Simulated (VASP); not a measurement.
OSZICAR of a VASP run on CuI (zinc blende):

### OSZICAR
```
       N       E                     dE             d eps       ncg     rms          rms(c)
DAV:   1     0.129095751126E+03    0.12910E+03   -0.82551E+03   910   0.155E+03
DAV:   2     0.251834986180E+02   -0.10391E+03   -0.97534E+02   930   0.272E+02
DAV:   3     0.174731484801E+02   -0.77104E+01   -0.75965E+01  1220   0.891E+01
DAV:   4     0.172271145887E+02   -0.24603E+00   -0.24584E+00  1031   0.138E+01
DAV:   5     0.172159893597E+02   -0.11125E-01   -0.11125E-01  1366   0.326E+00    0.754E+00
DAV:   6     0.186287591451E+02    0.14128E+01   -0.19429E+01  1005   0.116E+02    0.562E+00
DAV:   7     0.192873666409E+02    0.65861E+00   -0.32361E+00   945   0.669E+01    0.180E+00
DAV:   8     0.192849177579E+02   -0.24489E-02   -0.33383E-01  1337   0.127E+01    0.863E-01
DAV:   9     0.192892433149E+02    0.43256E-02   -0.23683E-02  1366   0.374E+00    0.265E-01
DAV:  10     0.192871521620E+02   -0.20912E-02   -0.33611E-02  1085   0.427E+00    0.231E-01
DAV:  11     0.192855395632E+02   -0.16126E-02   -0.44665E-02   915   0.639E+00    0.314E-01
DAV:  12     0.192864593980E+02    0.91983E-03   -0.32323E-02  1035   0.563E+00    0.190E-01
DAV:  13     0.192853252925E+02   -0.11341E-02   -0.20836E-03  1372   0.151E+00    0.900E-02
DAV:  14     0.192854982865E+02    0.17299E-03   -0.58318E-04  1144   0.656E-01    0.287E-02
DAV:  15     0.192854221392E+02   -0.76147E-04   -0.15091E-04  1132   0.285E-01    0.151E-02
DAV:  16     0.192854291110E+02    0.69718E-05   -0.28899E-05  1010   0.896E-02    0.146E-02
DAV:  17     0.192854221136E+02   -0.69974E-05   -0.14745E-05  1128   0.885E-02    0.756E-03
DAV:  18     0.192854236678E+02    0.15542E-05   -0.92515E-06  1174   0.908E-02    0.310E-03
DAV:  19     0.192854239052E+02    0.23739E-06   -0.83955E-07  1137   0.140E-02    0.234E-03
DAV:  20     0.192854235750E+02   -0.33017E-06   -0.10958E-07   675   0.790E-03    0.410E-04
DAV:  21     0.192854235428E+02   -0.32219E-07   -0.32464E-08   505   0.434E-03
   1 F= 0.19285424E+02 E0= 0.19285424E+02  d E =0.000000E+00
       N       E                     dE             ncg
       N       E                     dE             ncg
```

**Question.** Which electronic solver shows in the log?

**Answer.** It is blocked Davidson (ALGO = Normal, or the opening steps of other solvers). The INCAR had ALGO = Normal.

**Question.** Can the final energy be trusted as converged?

**Answer.** Self-consistency was reached. It stopped with EDIFF = 1E-7, NELM = 100 (revTPSS meta-GGA, plane waves, VASP's PBE PAW potentials (set 64)).

The compound is CuI in the zinc blende structure. It was relaxed first.
